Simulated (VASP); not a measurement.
# A VASP study of KHgClF2 (PBE): structure first, properties next

What structure does KHgClF2 take at this level, and what are its properties? The steps: rough relaxation of the start cell, full relaxation (PBE), second relaxation, single point with fields (PBE), band structure (PBE), total and projected DOS (PBE) and response to an electric field (PBE). The cell is invented: it takes the structure of COD entry 1527535, KHgF3 (space group 65 there), with some of its atoms replaced by other elements, volume scaled by an estimate. It may not be a known or stable phase.

Calculated with VASP 6.6.1; PBE; plane waves and PAW (Hg, K_sv, Cl, F); invented cell.

**1. Starting point**

Before any relaxation, the start is as follows. It takes space group Cmmm (No. 65, orthorhombic). Conventional cell: a = 6.597 Å, b = 6.682 Å, c = 4.687 Å, α = 90.00°, β = 90.00°, γ = 90.00°. Hg has 2 Cl at 2.34 Å and 4 F at 2.35 Å nearest. K has 4 Cl at 3.30 to 3.34 Å and 8 F at 3.32 Å nearest. Nearest to Cl lie 2 Hg at 2.34 Å and 4 K at 3.30 to 3.34 Å. Nearest to F lie 2 Hg at 2.35 Å and 4 K at 3.32 Å. It derives from KHgF3. it takes the structure of COD entry 1527535, KHgF3 (space group 65 there), with some of its atoms replaced by other elements, volume scaled by an estimate. Farther neighbours and most contacts between anions are not listed.

**2. Rough relaxation of the start cell**

The start is only an estimate, so a cheap relaxation brings it near a minimum before any careful run. PBE, the usual starting point, adds the gradient of the density.

INCAR reads:

```
SYSTEM = KHgClF2
PREC = Normal
ENCUT = 520
EDIFF = 1E-05
NELM = 60
ISMEAR = 0
SIGMA = 0.05
LREAL = .FALSE.
ALGO = Fast
GGA = PE
NBANDS = 27
LORBIT = 11
LWAVE = .FALSE.
LCHARG = .FALSE.
KPAR = 2
IBRION = 2
NSW = 40
ISIF = 3
EDIFFG = -0.04
```

POSCAR reads:

```
KHgClF2
1.0
    3.2984330000     -3.3409930000      0.0000000000
    3.2984330000      3.3409930000      0.0000000000
    0.0000000000      0.0000000000      4.6869670000
Hg K Cl F
1 1 1 2
Direct
    0.5000000000      0.5000000000      0.0000000000
    0.0000000000      0.0000000000      0.5000000000
    0.5000000000      0.5000000000      0.5000000000
    0.5000000000      0.0000000000      0.0000000000
    0.0000000000      0.5000000000      0.0000000000
```

KPOINTS reads:

```
Automatic mesh
0
Gamma
4 4 4
0 0 0
```

The projector-augmented-wave data sets are Hg, K_sv, Cl and F (PBE family, release 64).

Run with:

```console
mpirun -np 2 vasp_std
```

The log of the run:

```text
[banner, memory and clock lines left out]
running    2 mpi-ranks, on    1 nodes
 distrk:  each k-point on    1 cores,    2 groups
 distr:  one band on    1 cores,    1 groups

 POSCAR found type information on POSCAR HgK ClF
 POSCAR found :  4 types and       5 ions
 LDA part: xc-table for (Slater+PW92), standard interpolation
 POSCAR, INCAR and KPOINTS ok, starting setup
 FFT: planning ... GRIDC
 FFT: planning ... GRID_SOFT
 FFT: planning ... GRID
 WAVECAR not read
 entering main loop
       N       E                     dE             d eps       ncg     rms          rms(c)
DAV:   1     0.349563193640E+03    0.34956E+03   -0.21856E+04  1134   0.146E+03
DAV:   2     0.674855610145E+01   -0.34281E+03   -0.33478E+03  1357   0.379E+02
DAV:   3    -0.160774287194E+02   -0.22826E+02   -0.22728E+02  1483   0.989E+01
DAV:   4    -0.171973415089E+02   -0.11199E+01   -0.11182E+01  1865   0.128E+01
DAV:   5    -0.172052578805E+02   -0.79164E-02   -0.79152E-02  1480   0.119E+00    0.152E+01
RMM:   6    -0.145568153740E+02    0.26484E+01   -0.95302E+00  1134   0.151E+01    0.141E+01
RMM:   7    -0.144877004486E+02    0.69115E-01   -0.72940E-01  1148   0.418E+00    0.720E+00
RMM:   8    -0.144382246658E+02    0.49476E-01   -0.24627E-01  1136   0.301E+00    0.266E+00
RMM:   9    -0.144403611277E+02   -0.21365E-02   -0.53175E-02  1241   0.132E+00    0.331E-01
RMM:  10    -0.144412334627E+02   -0.87234E-03   -0.98184E-03  1327   0.475E-01    0.159E-01
RMM:  11    -0.144415127916E+02   -0.27933E-03   -0.19834E-03  1240   0.265E-01    0.102E-01
RMM:  12    -0.144415345587E+02   -0.21767E-04   -0.80762E-04  1334   0.133E-01    0.197E-02
RMM:  13    -0.144415654888E+02   -0.30930E-04   -0.24008E-04  1281   0.620E-02    0.892E-03
RMM:  14    -0.144415770509E+02   -0.11562E-04   -0.10320E-04  1003   0.341E-02    0.701E-03
RMM:  15    -0.144415813926E+02   -0.43417E-05   -0.39197E-05   808   0.217E-02
   1 F= -.14441581E+02 E0= -.14441256E+02  d E =-.144416E+02
 curvature:   0.00 expect dE= 0.000E+00 dE for cont linesearch  0.000E+00
 trial: gam= 0.00000 g(F)=  0.262E-59 g(S)=  0.725E+00 ort = 0.000E+00 (trialstep = 0.100E+01)
 search vector abs. value=  0.725E+00
 bond charge predicted
       N       E                     dE             d eps       ncg     rms          rms(c)
DAV:   1    -0.197215180053E+02   -0.52799E+01   -0.13646E+02  1167   0.938E+01    0.198E+01
RMM:   2    -0.153491169209E+02    0.43724E+01   -0.12149E+01  1143   0.255E+01    0.711E+00
RMM:   3    -0.149185472236E+02    0.43057E+00   -0.14485E+00  1156   0.719E+00    0.542E+00
RMM:   4    -0.147863624063E+02    0.13218E+00   -0.38063E-01  1172   0.365E+00    0.281E+00
RMM:   5    -0.147852837552E+02    0.10787E-02   -0.75663E-02  1254   0.183E+00    0.468E-01
RMM:   6    -0.147859816350E+02   -0.69788E-03   -0.13667E-02  1354   0.647E-01    0.273E-01
RMM:   7    -0.147865948612E+02   -0.61323E-03   -0.41803E-03  1406   0.332E-01    0.738E-02
RMM:   8    -0.147867712196E+02   -0.17636E-03   -0.16345E-03  1441   0.197E-01    0.536E-02
RMM:   9    -0.147868339767E+02   -0.62757E-04   -0.54691E-04  1361   0.991E-02    0.239E-02
RMM:  10    -0.147868584133E+02   -0.24437E-04   -0.21984E-04  1106   0.539E-02    0.137E-02
RMM:  11    -0.147868705007E+02   -0.12087E-04   -0.94931E-05   962   0.346E-02    0.344E-03
RMM:  12    -0.147868755478E+02   -0.50472E-05   -0.45878E-05   804   0.223E-02
   2 F= -.14786876E+02 E0= -.14786651E+02  d E =-.345294E+00
[...]
3 F= -.14788348E+02 E0= -.14788199E+02  d E =-.346766E+00
[...]
4 F= -.14788561E+02 E0= -.14788399E+02  d E =-.346980E+00
[...]
5 F= -.14820593E+02 E0= -.14820552E+02  d E =-.320316E-01
[...]
6 F= -.14831828E+02 E0= -.14831825E+02  d E =-.432663E-01
 curvature:  -1.13 expect dE=-0.168E-02 dE for cont linesearch -0.540E-06
 trial: gam= 0.08380 g(F)=  0.539E-60 g(S)=  0.149E-02 ort =-0.144E-03 (trialstep = 0.122E+01)
 search vector abs. value=  0.177E-02
 bond charge predicted
       N       E                     dE             d eps       ncg     rms          rms(c)
DAV:   1    -0.148479673896E+02   -0.16146E-01   -0.49855E-01  1273   0.544E+00    0.962E-01
RMM:   2    -0.148347315049E+02    0.13236E-01   -0.36157E-02  1135   0.133E+00    0.318E-01
RMM:   3    -0.148332067682E+02    0.15247E-02   -0.43106E-03  1145   0.392E-01    0.200E-01
RMM:   4    -0.148328378320E+02    0.36894E-03   -0.10882E-03  1159   0.202E-01    0.120E-01
RMM:   5    -0.148328194193E+02    0.18413E-04   -0.21115E-04  1226   0.105E-01    0.266E-02
RMM:   6    -0.148328216596E+02   -0.22403E-05   -0.46339E-05   974   0.375E-02
   7 F= -.14832822E+02 E0= -.14832820E+02  d E =-.993972E-03
 trial-energy change:   -0.000994  1 .order   -0.000971   -0.001809   -0.000132
 step:   1.3188(harm=  1.3188)  dis= 0.00000  next Energy=   -14.832804 (dE=-0.976E-03)
 reached required accuracy - stopping structural energy minimisation
```

Run time: 45 s. Hardware: 2 MPI ranks of AMD EPYC 9R45, shared host; peak memory 0.36 GiB; 88 s of CPU time.

The logs omit lines about the potential files and the build; timing stands in the text.

Parts of OUTCAR (step 2):

```text
ion  position               nearest neighbor table
   1  0.500  0.500  0.000-   3 2.34   3 2.34   5 2.35   4 2.35   4 2.35   5 2.35
   2  0.000  0.000  0.500-
   3  0.500  0.500  0.500-   1 2.34   1 2.34
   4  0.500  0.000  0.000-   1 2.35   1 2.35
   5  0.000  0.500  0.000-   1 2.35   1 2.35

  LATTYP: Found a base centered orthorhombic cell.
 ALAT       =     6.5968660000
 B/A-ratio  =     1.0129030967
 C/A-ratio  =     0.7104838873

 Subroutine GETGRP returns: Found  8 space group operations
 (whereof  8 operations were pure point group operations)

The static configuration has the point symmetry D_2h.

 Found     21 irreducible k-points:

   k-points           NKPTS =     21   k-points in BZ     NKDIM =     21   number of bands    NBANDS=     27

   dimension x,y,z NGX =    28 NGY =   28 NGZ =   28
   dimension x,y,z NGXF=    56 NGYF=   56 NGZF=   56

   ENCUT  =  520.0 eV  38.22 Ry    6.18 a.u.   8.73  8.73  8.71*2*pi/ulx,y,z

   NELECT =      42.0000    total number of electrons

 k-points in reciprocal lattice and weights: Automatic mesh
   0.00000000  0.00000000  0.00000000       0.016
   0.25000000 -0.00000000  0.00000000       0.062
   0.50000000 -0.00000000  0.00000000       0.031
   0.25000000  0.25000000  0.00000000       0.031
   0.50000000  0.25000000  0.00000000       0.062
  -0.25000000  0.25000000  0.00000000       0.031
   0.50000000  0.50000000  0.00000000       0.016
   0.00000000  0.00000000  0.25000000       0.031
   0.25000000 -0.00000000  0.25000000       0.125
[...]
-0.25000000  0.25000000  0.50000000       0.031
   0.50000000  0.50000000  0.50000000       0.016

 average (electrostatic) potential at core
       1 -42.0951       2 -36.7236       3 -95.3981       4 -78.1989       5 -78.1989

 E-fermi :  -0.6126

 k-point     1 :       0.0000    0.0000    0.0000
  band No.  band energies     occupation
    ...
     17      -2.7220      2.00000
     18      -2.7082      2.00000
     19      -2.6231      2.00000
     20      -2.6222      2.00000
     21      -2.5500      2.00000
     22      -0.4918      0.00064
     23       4.6347      0.00000
     24       5.5678      0.00000
     25       7.0339      0.00000
     26       7.4807      0.00000
    ...

 k-point     2 :       0.2500   -0.0000    0.0000
  band No.  band energies     occupation
    ...
     17      -2.7468      2.00000
     18      -2.7051      2.00000
     19      -2.6892      2.00000
     20      -2.5746      2.00000
     21      -2.5426      2.00000
     22       0.6662      0.00000
     23       5.2459      0.00000
     24       6.1080      0.00000
     25       7.1032      0.00000
     26       7.9319      0.00000
    ...

 k-point     3 :       0.5000   -0.0000    0.0000
  band No.  band energies     occupation
    ...
     17      -2.8259      2.00000
     18      -2.7353      2.00000
     19      -2.6450      2.00000
     20      -2.5286      2.00000
     21      -2.4527      2.00000
     22       1.9657      0.00000
     23       5.4108      0.00000
     24       6.8510      0.00000
     25       7.6845      0.00000
     26       7.9251      0.00000
    ...

  Total        0.0417773     -0.0384139      0.0143904     -0.0000000      0.0000000      0.0000000
  in kB        0.5953388     -0.5474088      0.2050679     -0.0000000      0.0000000      0.0000000
  external PRESSURE =       0.0843326 kB  Pullay stress =       0.0000000 kB

  energy-cutoff  :      520.00
  volume of cell :      112.43
      direct lattice vectors                 reciprocal lattice vectors
     3.272761663 -3.287968299  0.000000000     0.152776172 -0.152069593  0.000000000
     3.272761663  3.287968299  0.000000000     0.152776172  0.152069593  0.000000000
     0.000000000  0.000000000  5.224141481     0.000000000  0.000000000  0.191419012

 POSITION                                       TOTAL-FORCE (eV/Angst)
 -----------------------------------------------------------------------------------
      3.27276      0.00000      0.00000        -0.000000     -0.000000      0.000000
      0.00000      0.00000      2.61207         0.000000      0.000000      0.000000
      3.27276      0.00000      2.61207         0.000000      0.000000      0.000000
      4.90914      1.64398      0.00000        -0.000000      0.000000      0.000000
      1.63638      1.64398      0.00000         0.000000      0.000000      0.000000
 -----------------------------------------------------------------------------------
    total drift:                                0.000000      0.000000     -0.000000

  FREE ENERGIE OF THE ION-ELECTRON SYSTEM (eV)
  ---------------------------------------------------
  free  energy   TOTEN  =       -14.8328216596 eV

  energy  without entropy=      -14.8328190650  energy(sigma->0) =      -14.83282036

 reached required accuracy - stopping structural energy minimisation

 total charge
# of ion       s       p       d       tot
------------------------------------------
    1        0.464   0.261   9.535  10.259
    2        1.950   5.574   0.012   7.536
    3        1.598   3.527   0.000   5.125
    4        1.745   4.294   0.000   6.039
    5        1.745   4.294   0.000   6.039
--------------------------------------------------
tot          7.502  17.951   9.546  35.000

[... 3 further parts left out ...]
```

The gap is read on the k-mesh alone, so it is an upper bound where the band edges lie off the mesh. This relaxation is a rough one on cheap settings, only to bring the start near its minimum. After so large a change of volume the plane waves of the start cell no longer fit, so the final stress carries a basis-set error. The run keeps the 8 symmetry operations of its start, so it cannot find a distortion of lower symmetry.

Step by step:

```tsv
step	energy less that of the first step (eV)	largest force (eV/Å)	pressure (GPa)	volume (Å³)
1	0.0000	0.0000	5.80	103.30
2	-0.3453	0.0000	-0.66	114.73
3	-0.3468	0.0000	-1.17	116.08
4	-0.3470	0.0000	-1.10	115.82
5	-0.3790	0.0000	-0.49	113.83
6	-0.3902	0.0000	0.29	111.83
7	-0.3912	0.0000	0.01	112.43
```

```tsv
conventional cell, symmetrised	before	after	change
a (Å)	6.597	6.546	-0.8 %
b (Å)	6.682	6.576	-1.6 %
c (Å)	4.687	5.224	+11.5 %
volume (Å³/atom)	20.66	22.49	+8.8 %
```

The relaxed structure:

```
Hg K Cl F
1.0
     3.27276   -3.28797    0.00000
     3.27276    3.28797    0.00000
     0.00000    0.00000    5.22414
Hg K Cl F
1 1 1 2
Cartesian
  3.2728 0.0000 0.0000
  0.0000 0.0000 2.6121
  3.2728 0.0000 2.6121
  1.6364 -1.6440 0.0000
  1.6364 1.6440 0.0000
```

A gap read on the k-mesh alone can miss the band edges.

Numbers from this step:

| Quantity | Value |
| --- | --- |
| electrons | 42 |
| bands | 27 |
| irreducible k-points | 21 |
| symmetry operations | 8 |
| free energy (TOTEN) | -14.83 eV |
| Fermi energy | -0.6126 eV |
| pressure | 0.008433 GPa |
| metallic | no |
| valence top at k | 0.5, 0.5, 0.5 |
| conduction bottom at k | 0, 0, 0 |
| least direct gap at k | 0, 0, 0 |
| SCF cycles over all ionic steps | 64 |
| gap on the k-mesh | 0.2417 eV |
| least direct gap on the k-mesh | 2.058 eV |

It ends with forces that vanish by symmetry and a pressure of 0.01 GPa.

[end of part 1 of 5]

[Lines on the potential files, build, host, timing and source positions are cut from VASP's logs without a mark.]

[Logs are printed without paths, hosts, clocks, repeated set-up lines and the standing remarks that a program may print on its own settings, such as how far it seeks lower states.]

[Hosts, paths, dates, database ids (printed as entryN), source tags and the programs' standing remarks are cut or masked in the printed files.]

[A measured line is paired with the nearest computed mode of its activity, which favours agreement.]

[In band tables of VASP the shares of atoms and orbitals are scaled to a sum of 1 inside the atoms' spheres.]
